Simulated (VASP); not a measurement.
Level of theory: r2SCAN meta-GGA, VASP's PBE PAW potentials (set 64) (plane waves; VASP).

A VASP calculation is set up with these files.

### KPOINTS
```
Automatic mesh
0
Gamma
12 12 8
0 0 0
```

### KPOINTS_OPT
```
k-points along high-symmetry lines
5
Line-mode
Reciprocal
  0.000000   0.000000   0.000000 ! GAMMA
 -0.500000   0.500000   0.000000 ! Y

 -0.500000   0.500000   0.000000 ! Y
 -0.285801   0.714199   0.000000 ! C_0

  0.285801   0.285801   0.000000 ! SIGMA_0
  0.000000   0.000000   0.000000 ! GAMMA

  0.000000   0.000000   0.000000 ! GAMMA
  0.000000   0.000000   0.500000 ! Z

  0.000000   0.000000   0.500000 ! Z
  0.285801   0.285801   0.500000 ! A_0

 -0.285801   0.714199   0.500000 ! E_0
 -0.500000   0.500000   0.500000 ! T

 -0.500000   0.500000   0.500000 ! T
 -0.500000   0.500000   0.000000 ! Y

  0.000000   0.000000   0.000000 ! GAMMA
  0.000000   0.500000   0.000000 ! S

  0.000000   0.500000   0.000000 ! S
  0.000000   0.500000   0.500000 ! R

  0.000000   0.500000   0.500000 ! R
  0.000000   0.000000   0.500000 ! Z

  0.000000   0.000000   0.500000 ! Z
 -0.500000   0.500000   0.500000 ! T
```

**INCAR**
```
# general
SYSTEM  = GePd
PREC    = Accurate
ENCUT   = 400
LREAL   = F   # projection in real space or not
LASPH   = T

# electronic loop
EDIFF   = 1E-7
NELM    = 100   # most electronic steps
ALGO    = Normal
LMAXMIX = 4
LMIXTAU = T

# smearing
ISMEAR  = -5   # tetrahedra, Bloechl

# functional
METAGGA = R2SCAN

# ions
ISIF    = 2

# output
LWAVE   = F
LCHARG  = F
LORBIT  = 11   # lm-projected
NEDOS   = 601

# other
LEFG    = T
```

### POSCAR
```
GePd
1
    1.4412119479    -4.9002420163     0.0000000000
    1.4412119479     4.9002420163    -0.0000000000
    0.0000000000    -0.0000000000     4.4724936201
Ge Pd
2 2
Direct
  0.5849494138   0.4150505862   0.2500000000
  0.4150505862   0.5849494138   0.7500000000
  0.8415725137   0.1584274863   0.2500000000
  0.1584274863   0.8415725137   0.7500000000
```

POTCAR, in this order: Ge_d Pd (PBE.64 set). Program: vasp_std.

Output of the run:

### OUTCAR
```
 ion  position               nearest neighbor table
   1  0.585  0.415  0.250-   3 2.52   4 2.76   4 2.76   4 2.76   4 2.76   3 2.79   3 2.79   2 2.79
                             2 2.79
   2  0.415  0.585  0.750-   4 2.52   3 2.76   3 2.76   3 2.76   3 2.76   4 2.79   4 2.79   1 2.79
                             1 2.79
   3  0.842  0.158  0.250-   1 2.52   2 2.76   2 2.76   2 2.76   2 2.76   1 2.79   1 2.79   4 3.21
                             4 3.21   4 3.21   4 3.21
   4  0.158  0.842  0.750-   2 2.52   1 2.76   1 2.76   1 2.76   1 2.76   2 2.79   2 2.79   3 3.21
                             3 3.21   3 3.21   3 3.21
  LATTYP: Found a base centered orthorhombic cell.
 ALAT       =     2.8824238958
 B/A-ratio  =     3.4000842301
 C/A-ratio  =     1.5516432634
 Subroutine PRICEL returns:
 Original cell was already a primitive cell.
 Subroutine GETGRP returns: Found  8 space group operations
The static configuration has the point symmetry C_2h.
 The point group associated with its full space group is D_2h.
The dynamic configuration has the point symmetry C_2h.
 Subroutine INISYM returns: Found  8 space group operations
 Subroutine IBZKPT returns following result:
 Found    215 irreducible k-points:

 Following reciprocal coordinates:
            Coordinates               Weight
  0.000000  0.000000  0.000000      1.000000
  0.083333  0.000000  0.000000      4.000000
  0.166667  0.000000  0.000000      4.000000
  0.250000 -0.000000  0.000000      4.000000
  0.333333  0.000000  0.000000      4.000000
  0.416667  0.000000  0.000000      4.000000
  0.500000 -0.000000  0.000000      2.000000
  0.083333  0.083333  0.000000      2.000000
  0.166667  0.083333  0.000000      4.000000
  0.250000  0.083333  0.000000      4.000000
  0.333333  0.083333  0.000000      4.000000
  0.416667  0.083333  0.000000      4.000000
  0.500000  0.083333  0.000000      4.000000
 -0.416667  0.083333  0.000000      4.000000
 -0.333333  0.083333  0.000000      4.000000
 -0.250000  0.083333  0.000000      4.000000
 -0.166667  0.083333  0.000000      4.000000
 -0.083333  0.083333  0.000000      2.000000
  0.166667  0.166667  0.000000      2.000000
  0.250000  0.166667  0.000000      4.000000
  0.333333  0.166667  0.000000      4.000000
  0.416667  0.166667  0.000000      4.000000
  0.500000  0.166667  0.000000      4.000000
 -0.416667  0.166667  0.000000      4.000000
 -0.333333  0.166667  0.000000      4.000000
 -0.250000  0.166667  0.000000      4.000000
 -0.166667  0.166667  0.000000      2.000000
  0.250000  0.250000  0.000000      2.000000
  0.333333  0.250000  0.000000      4.000000
  0.416667  0.250000  0.000000      4.000000
  0.500000  0.250000  0.000000      4.000000
 -0.416667  0.250000  0.000000      4.000000
 -0.333333  0.250000  0.000000      4.000000
 -0.250000  0.250000  0.000000      2.000000
  0.333333  0.333333  0.000000      2.000000
  0.416667  0.333333  0.000000      4.000000
  0.500000  0.333333  0.000000      4.000000
 -0.416667  0.333333  0.000000      4.000000
 -0.333333  0.333333  0.000000      2.000000
  0.416667  0.416667  0.000000      2.000000
   k-points           NKPTS =    215   k-points in BZ     NKDIM =    215   number of bands    NBANDS=     28
   number of dos      NEDOS =    601   number of ions     NIONS =      4
   total plane-waves  NPLWV =  38880
   dimension x,y,z NGX =    36 NGY =   36 NGZ =   30
   dimension x,y,z NGXF=    72 NGYF=   72 NGZF=   60
   ions per type =               2   2
   PREC   = accura    normal or accurate (medium, high low for compatibility)
   ISTART =      0    job   : 0-new  1-cont  2-samecut
   ICHARG =      2    charge: 1-file 2-atom 10-const
   ISPIN  =      1    spin polarized calculation?
...
```

OSZICAR:
```
       N       E                     dE             d eps       ncg     rms          rms(c)
DAV:   1     0.342339489122E+03    0.34234E+03   -0.20999E+04 14532   0.393E+03
DAV:   2    -0.247029835865E+02   -0.36704E+03   -0.35393E+03 12144   0.781E+02
DAV:   3    -0.803800032635E+02   -0.55677E+02   -0.53172E+02 13040   0.180E+02
DAV:   4    -0.830368017884E+02   -0.26568E+01   -0.25906E+01 14136   0.443E+01
DAV:   5    -0.831095768594E+02   -0.72775E-01   -0.72837E-01 14444   0.730E+00    0.110E+01
DAV:   6    -0.757243840371E+02    0.73852E+01   -0.80957E+00 12348   0.255E+01    0.678E+00
DAV:   7    -0.741886097836E+02    0.15358E+01   -0.84619E-01 13828   0.852E+00    0.359E+00
DAV:   8    -0.742102723440E+02   -0.21663E-01   -0.39893E-01 14928   0.386E+00    0.111E+00
DAV:   9    -0.740842697246E+02    0.12600E+00   -0.17366E-01 12684   0.392E+00    0.322E-01
DAV:  10    -0.741493450620E+02   -0.65075E-01   -0.22784E-01 12316   0.308E+00    0.499E-01
DAV:  11    -0.742086617815E+02   -0.59317E-01   -0.48023E-02 12260   0.131E+00    0.147E-01
DAV:  12    -0.742069967915E+02    0.16650E-02   -0.25015E-03 12952   0.372E-01    0.742E-02
DAV:  13    -0.742074856239E+02   -0.48883E-03   -0.34930E-04 13076   0.142E-01    0.404E-02
DAV:  14    -0.742086647165E+02   -0.11791E-02   -0.11257E-03 12320   0.201E-01    0.115E-02
DAV:  15    -0.742086991187E+02   -0.34402E-04   -0.78296E-05 13568   0.589E-02    0.117E-02
DAV:  16    -0.742087030754E+02   -0.39567E-05   -0.40495E-06 12592   0.147E-02    0.991E-03
DAV:  17    -0.742087134832E+02   -0.10408E-04   -0.23076E-05 12348   0.333E-02    0.167E-03
DAV:  18    -0.742087134307E+02    0.52580E-07   -0.17679E-06 10632   0.992E-03    0.953E-04
DAV:  19    -0.742087139298E+02   -0.49909E-06   -0.81566E-08  7376   0.225E-03    0.645E-04
DAV:  20    -0.742087141216E+02   -0.19181E-06   -0.70695E-08  6384   0.215E-03    0.203E-04
DAV:  21    -0.742087143451E+02   -0.22352E-06   -0.15528E-08  6264   0.105E-03    0.234E-04
DAV:  22    -0.742087143732E+02   -0.28118E-07   -0.80744E-09  6216   0.650E-04
   1 F= -.74208714E+02 E0= -.74208714E+02  d E =0.000000E+00
       N       E                     dE             ncg
```

**OUTCAR**
```
------------------------ aborting loop because EDIFF is reached ----------------------------------------
  FORCE on cell =-STRESS in cart. coord.  units (eV):
  Direction    XX          YY          ZZ          XY          YZ          ZX
  --------------------------------------------------------------------------------------
  Total        0.0702107     -0.1483514      0.0373782      0.0000000      0.0000000      0.0000000
  in kB        1.7806908     -3.7625041      0.9479895      0.0000000      0.0000000      0.0000000
  external PRESSURE =      -0.3446079 kB  Pullay stress =       0.0000000 kB
  volume of cell :       63.17
      direct lattice vectors                 reciprocal lattice vectors
     1.441211948 -4.900242016  0.000000000     0.346930235 -0.102035777  0.000000000
     1.441211948  4.900242016  0.000000000     0.346930235  0.102035777  0.000000000
     0.000000000  0.000000000  4.472493620     0.000000000  0.000000000  0.223588916
 POSITION                                       TOTAL-FORCE (eV/Angst)
 -----------------------------------------------------------------------------------
      1.44121     -0.83255      1.11812         0.000000      0.048261     -0.000000
      1.44121      0.83255      3.35437         0.000000     -0.048261      0.000000
      1.44121     -3.34758      1.11812         0.000000      0.050515      0.000000
      1.44121      3.34758      3.35437         0.000000     -0.050515      0.000000
 -----------------------------------------------------------------------------------
    total drift:                                0.000000     -0.000000      0.000000
  FREE ENERGIE OF THE ION-ELECTRON SYSTEM (eV)
  ---------------------------------------------------
  free  energy   TOTEN  =       -74.2087143732 eV

  energy  without entropy=      -74.2087143732  energy(sigma->0) =      -74.20871437

 total charge

# of ion       s       p       d       tot
------------------------------------------
    1        1.178   1.047  10.063  12.288
    2        1.178   1.047  10.063  12.288
    3        0.431   0.442   8.624   9.496
    4        0.431   0.442   8.624   9.496
--------------------------------------------------
tot          3.218   2.977  37.373  43.568

 Electric field gradients after diagonalization (V/A^2)
 (convention: |V_zz| > |V_xx| > |V_yy|)
----------------------------------------------------------------------
 ion       V_xx      V_yy      V_zz     asymmetry (V_yy - V_xx)/ V_zz
----------------------------------------------------------------------
   1      55.020     3.992   -59.011       0.865
   2      55.020     3.992   -59.011       0.865
   3      19.455    18.811   -38.266       0.017
   4      19.455    18.811   -38.266       0.017
```
(Selected blocks of OUTCAR.)

For a metal the tetrahedron method with Blöchl corrections gives inexact stress and forces.

The structure was generated: GePd was put into the CrB type (Cmcm), which need not be its known phase. It was relaxed first, which changed the volume by -44 %.
